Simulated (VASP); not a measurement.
Output of a VASP run:

**OUTCAR**
```
 ion  position               nearest neighbor table
   1  0.000  0.000  0.000-
   2  0.500  0.500  0.500-
  LATTYP: Found a face centered cubic cell.
 ALAT       =     3.9167520880
 Subroutine PRICEL returns:
 Original cell was already a primitive cell.
 Subroutine GETGRP returns: Found 48 space group operations
The static configuration has the point symmetry O_h .
The dynamic configuration has the point symmetry O_h .
 Subroutine INISYM returns: Found 48 space group operations
 Subroutine IBZKPT returns following result:
 Found     29 irreducible k-points:

 Following reciprocal coordinates:
            Coordinates               Weight
  0.000000  0.000000  0.000000      1.000000
  0.125000  0.000000  0.000000      8.000000
  0.250000  0.000000  0.000000      8.000000
  0.375000  0.000000  0.000000      8.000000
  0.500000  0.000000  0.000000      4.000000
  0.125000  0.125000  0.000000      6.000000
  0.250000  0.125000  0.000000     24.000000
  0.375000  0.125000  0.000000     24.000000
  0.500000  0.125000  0.000000     24.000000
 -0.375000  0.125000  0.000000     24.000000
 -0.250000  0.125000  0.000000     24.000000
 -0.125000  0.125000  0.000000     12.000000
  0.250000  0.250000  0.000000      6.000000
  0.375000  0.250000  0.000000     24.000000
  0.500000  0.250000  0.000000     24.000000
 -0.375000  0.250000  0.000000     24.000000
 -0.250000  0.250000  0.000000     12.000000
  0.375000  0.375000  0.000000      6.000000
  0.500000  0.375000  0.000000     24.000000
 -0.375000  0.375000  0.000000     12.000000
  0.500000  0.500000  0.000000      3.000000
  0.375000  0.250000  0.125000     24.000000
  0.500000  0.250000  0.125000     48.000000
 -0.375000  0.250000  0.125000     24.000000
  0.500000  0.375000  0.125000     24.000000
 -0.375000  0.375000  0.125000     48.000000
 -0.250000  0.375000  0.125000     24.000000
 -0.375000  0.500000  0.125000     12.000000
 -0.250000  0.500000  0.250000      6.000000
 Subroutine IBZKPT_HF returns following result:
   k-points           NKPTS =     29   k-points in BZ     NKDIM =    512   number of bands    NBANDS=      6
   number of dos      NEDOS =    301   number of ions     NIONS =      2
   total plane-waves  NPLWV =  13824
   dimension x,y,z NGX =    24 NGY =   24 NGZ =   24
   dimension x,y,z NGXF=    48 NGYF=   48 NGZF=   48
   ions per type =               1   1
   PREC   = accura    normal or accurate (medium, high low for compatibility)
   ISTART =      1    job   : 0-new  1-cont  2-samecut
   ICHARG =      0    charge: 1-file 2-atom 10-const
   ISPIN  =      1    spin polarized calculation?
   LNONCOLLINEAR =      F non collinear calculations
   LSORBIT =      F    spin-orbit coupling
   INIWAV =      1    electr: 0-lowe 1-rand  2-diag
   ENCUT  =  520.0 eV  38.22 Ry    6.18 a.u.   5.15  5.15  5.15*2*pi/ulx,y,z
   NELM   =     60;   NELMIN=  2; NELMDL=  0     # of ELM steps
   EDIFF  = 0.1E-05   stopping-criterion for ELM
   LREAL  =      F    real-space projection
   NLSPLINE    = F    spline interpolate recip. space projectors
   LMAXMIX     =    2 max onsite mixed and CHGCAR
   VOSKOWN=      0    Vosko Wilk Nusair interpolation
   EDIFFG = 0.1E-04   stopping-criterion for IOM
   NSW    =      0    number of steps for IOM
   NBLOCK =      1;   KBLOCK =      1    inner block; outer block
   IBRION =     -1    ionic relax: 0-MD 1-quasi-New 2-CG
   NFREE  =      0    steps in history (QN), initial steepest desc. (CG)
   ISIF   =      2    stress and relaxation
   ISYM   =      3    0-nonsym 1-usesym 2-fastsym
   TEIN   =    0.0    initial temperature
   TEBEG  =    0.0;   TEEND  =   0.0 temperature during run
   SMASS  =  -3.00    Nose mass-parameter (am)
   PSTRESS=    0.0 pullay stress
   NELECT =       4.0000    total number of electrons
   EFERMI =   0.00;   METHOD = LEGACY
   ISMEAR =     0;   SIGMA  =   0.05  broadening in eV -4-tet -1-fermi 0-gaus
...
```

**OSZICAR**
```
       N       E                     dE             d eps       ncg     rms          rms(c)
DAV:   1    -0.680744277305E+01   -0.68074E+01   -0.14544E-01   360   0.421E+00    0.188E-01
DAV:   2    -0.680778042430E+01   -0.33765E-03   -0.86392E-04   444   0.395E-01    0.123E-01
DAV:   3    -0.680765905655E+01    0.12137E-03   -0.10361E-04   432   0.500E-02    0.695E-02
DAV:   4    -0.680763238099E+01    0.26676E-04   -0.53515E-05   360   0.355E-02    0.384E-02
DAV:   5    -0.680762803212E+01    0.43489E-05   -0.14207E-05   384   0.202E-02    0.215E-02
DAV:   6    -0.680762742934E+01    0.60279E-06   -0.29301E-06   396   0.109E-02
   1 F= -.68076274E+01 E0= -.68076274E+01  d E =-.282065E-19
```

File OUTCAR:
```
------------------------ aborting loop because EDIFF is reached ----------------------------------------
  FORCE on cell =-STRESS in cart. coord.  units (eV):
  Direction    XX          YY          ZZ          XY          YZ          ZX
  --------------------------------------------------------------------------------------
  Total        0.1367645      0.1367645      0.1367645     -0.0000000     -0.0000000      0.0000000
  in kB       14.5869858     14.5869858     14.5869858     -0.0000000     -0.0000000      0.0000000
  external PRESSURE =      14.5869858 kB  Pullay stress =       0.0000000 kB
  volume of cell :       15.02
      direct lattice vectors                 reciprocal lattice vectors
     0.000000000  1.958376044  1.958376044    -0.255313581  0.255313581  0.255313581
     1.958376044  0.000000000  1.958376044     0.255313581 -0.255313581  0.255313581
     1.958376044  1.958376044  0.000000000     0.255313581  0.255313581 -0.255313581
  FREE ENERGIE OF THE ION-ELECTRON SYSTEM (eV)
  ---------------------------------------------------
  free  energy   TOTEN  =        -6.8076274293 eV

  energy  without entropy=       -6.8076274293  energy(sigma->0) =       -6.80762743

  exchange ACFDT corr.  =         0.00000000  see jH, gK, PRB 81, 115126
```
(Selected blocks of OUTCAR.)

POSCAR:
```
LiH
1
    0.0000000000     1.9583760440     1.9583760440
    1.9583760440     0.0000000000     1.9583760440
    1.9583760440     1.9583760440     0.0000000000
Li H
1 1
Direct
  0.0000000000   0.0000000000   0.0000000000
  0.5000000000   0.5000000000   0.5000000000
```

**Question.** Write an INCAR and KPOINTS that could have produced this output.

**Answer.** This is not unique; one that fits is the input of the run itself, HSEsol screened hybrid, plane waves, VASP's PBE PAW potentials (set 64).

INCAR:
```
# general
SYSTEM   = LiH
PREC     = Accurate
ENCUT    = 520   # plane-wave cut-off (eV)
LREAL    = .FALSE.
LASPH    = .TRUE.
ISYM     = 3

# electronic loop
EDIFF    = 1E-6
NELM     = 60   # most electronic steps
ALGO     = Normal   # blocked Davidson

# smearing
ISMEAR   = 0   # Gaussian
SIGMA    = 0.05   # width (eV)

# functional
GGA      = PS   # PBEsol
LHFCALC  = .TRUE.
AEXX     = 0.25
HFSCREEN = 0.2
PRECFOCK = Fast

# ions
ISIF     = 2   # forces and stress, cell fixed

# output
LWAVE    = .FALSE.
LCHARG   = .FALSE.
```

File KPOINTS:
```
K-points
0
G
  8 8 8
0 0 0
```

POTCAR, in this order: Li_sv H (PBE.64 set). Program: vasp_std. Read from the step before: WAVECAR.

The compound is LiH in the rock salt structure. This cell is one point of a volume scan, at 0.94 of the reference volume. The cell's shape comes from a PBE relaxation.
